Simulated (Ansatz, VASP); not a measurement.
# Mg3PN in VASP and in Ansatz

```
CELL_PARAMETERS angstrom
4.15155 0.00000 0.00000
0.00000 4.15155 0.00000
0.00000 0.00000 4.15155
ATOMIC_POSITIONS crystal
P 0.00000 0.00000 0.00000
N 0.50000 0.50000 0.50000
Mg 0.50000 0.50000 0.00000
Mg 0.50000 0.00000 0.50000
Mg 0.00000 0.50000 0.50000
```

Alike in both runs: task single point; functional PBE; k mesh 6 × 6 × 6; no spin polarisation.

|  | VASP | Ansatz |
| --- | --- | --- |
| version | VASP 6.6.1 | Ansatz 0.2.0 |
| potentials or method | VASP PAW PBE potentials, release 64 (P, N, Mg) | plane waves, PAW |
| plane-wave cutoff (eV) | 520 | 420 |
| occupations | gaussian, width 0.01 eV | fixed |
| valence electrons in the cell | 16 | 40 |

Ansatz gave:

- gap on the k mesh at the Fermi level (eV): 1.76
- pressure (GPa): 2.2

**Question.** Which values does VASP return?

**Answer.** gap on the k mesh at the Fermi level (eV): 1.76; pressure (GPa): 1.9.

The two sets of potentials don't hold the same shells in valence.

A k mesh can miss the band edges. As with any semilocal functional, this PBE gap is likely too small.
